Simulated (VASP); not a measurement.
```
Sb
1.0
    3.97427    -2.12587     0.00000
    3.97427     2.12587     0.00000
    2.79573     0.00000     3.47100
Sb
2
Direct
  0.23350   0.23350   0.23350
  0.77248   0.77248   0.76650
```
Cell charge -0.5.

These are PBE GGA, VASP's PBE PAW potentials (set 64) (plane waves; VASP) values and carry that method's errors. Run with NELECT = 10.5, 400 eV cut-off, 9×9×10 Γ-centred mesh, Gaussian smearing of 0.050 eV, potentials Sb.

The cell is charged, with a uniform compensating background.

Give the force on each atom (eV/Å).

```
atom      Fx     Fy      Fz
----  ------  -----  ------
Sb1    1.314  0.000   0.348
Sb2   -1.314  0.000  -0.348
```

Give the stress tensor in GPa (positive for a compressed cell).

```
22.26   0.00  -1.19
 0.00  24.48   0.00
-1.19   0.00  24.29
```
The pressure is its mean diagonal, 23.68 GPa.

The compound is Sb in the a7 structure. The cell was not relaxed at this level. The run is one of a series of settings (ISMEAR = 0, NELECT = 10.5, SIGMA = 0.05 against the base run), some of them coarse on purpose.
